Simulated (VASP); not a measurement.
Data:

```
MnS
1.0
    5.22000     2.61000     2.61000
    2.61000     5.22000     2.61000
    2.61000     2.61000     5.22000
Mn S
2 2
Direct
  0.00000   0.00000   0.00000
  0.50000   0.50000   0.50000
  0.25000   0.25000   0.25000
  0.75000   0.75000   0.75000
```
Starting moments (μB, in the order of the record's atoms Mn Mn S S): 5.0 -5.0 0.0 0.0.

Computed with PBE GGA, VASP's PBE PAW potentials (set 64) (plane waves; VASP). Settings: 400 eV cut-off, 2×2×2 Γ-centred mesh, Gaussian smearing of 0.050 eV, potentials Mn_pv S.

Gaps are read on the run's mesh, which can miss a band edge.

Task: Predict the cell moment, energy per atom (σ→0), pressure, band gap (on the k-mesh) with the smallest direct gap where there is one.

Result: 
The band gap (on the k-mesh) is 0.83 eV and the smallest direct gap (on the k-mesh) is 1.21 eV. The cell moment comes out as 0.00 μB. The energy per atom (σ→0) is -6.865 eV/atom. The pressure comes out as -2.78 GPa.

Task: Give the moment on each site (PAW-sphere projection).

Result: 
| site | moment (μB) |
|---|---|
| Mn1 | 4.15 |
| Mn2 | -4.15 |
| S3 | 0.00 |
| S4 | 0.00 |

Total energies compare only between runs with the same potentials, cut-off and functional.

The compound is MnS in the rock salt, AFM-II order structure. The cell was not relaxed at this level. The k-mesh is coarse (spacing up to 1.00 per Å, 2π included), so the numbers may not be converged in it. The run is one of a series of settings (KPOINTS 2×2×2 Γ-centred mesh against the base run), some of them coarse on purpose.
